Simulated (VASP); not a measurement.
```yaml
crystal:
  lattice:
    - [0.00000, 2.78713, 2.78713]
    - [2.78713, 0.00000, 2.78713]
    - [2.78713, 2.78713, 0.00000]
  atoms:
    - { symbol: Ge, position: [0.00000, 0.00000, 0.00000] }
    - { symbol: Ge, position: [0.25000, 0.25000, 0.25000] }
```

Calculation: revTPSS meta-GGA, VASP's PBE PAW potentials (set 64) (plane waves; VASP 6.6.1). Settings: 520 eV cut-off, 9×9×9 Γ-centred mesh, tetrahedra with Blöchl corrections, potentials Ge_d.

**Question.** Predict the energy per atom (σ→0), band gap (over mesh and band path) with the smallest direct gap where there is one.

**Answer.** 
| Item | Result |
|---|---|
| band gap (over mesh and band path) | 0.33 eV |
| smallest direct gap (over mesh and band path) | 0.59 eV |
| energy per atom (σ→0) | 1.515 eV/atom |

Only differences to runs with the same potentials and settings are physical.

The compound is Ge in the diamond structure. It was relaxed first.
